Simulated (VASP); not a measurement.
A cell of MgS (rock salt) near equilibrium:

```
CELL_PARAMETERS angstrom
      0.00000     2.58907     2.58907
      2.58907     0.00000     2.58907
      2.58907     2.58907     0.00000
ATOMIC_POSITIONS crystal
  Mg 0.00000 0.00000 0.00000
  S  0.50000 0.50000 0.50000
```

All values below come from PBEsol GGA, VASP's PBE PAW potentials (set 64) (plane waves; VASP).

| run | ΔE (meV/atom) | σxx | σyy | σzz | largest shear component, with its sign (GPa) | largest force (eV/Å) | gap (eV) |
|---|---|---|---|---|---|---|---|
| as it is | 0.0 | -0.03 | -0.03 | -0.03 | 0.00 | 0.000 | 2.73 |
| after one change | 33.9 | 4.96 | -0.36 | -0.36 | 0.00 | 0.751 | 2.74 |
Stress is in GPa, positive when the cell is compressed; gaps are those on the k-mesh, and 0.00 means metallic.

### Question
What was changed between the two runs?
A) isotropic strain of -1.0 %
B) atom 2 (S) moved by -0.200 Å along x
C) isotropic strain of +0.5 %
D) shear strain γ_xy = +4.0 %

### Answer
B, atom 2 (S) moved by -0.200 Å along x

The compound is MgS in the rock salt structure.
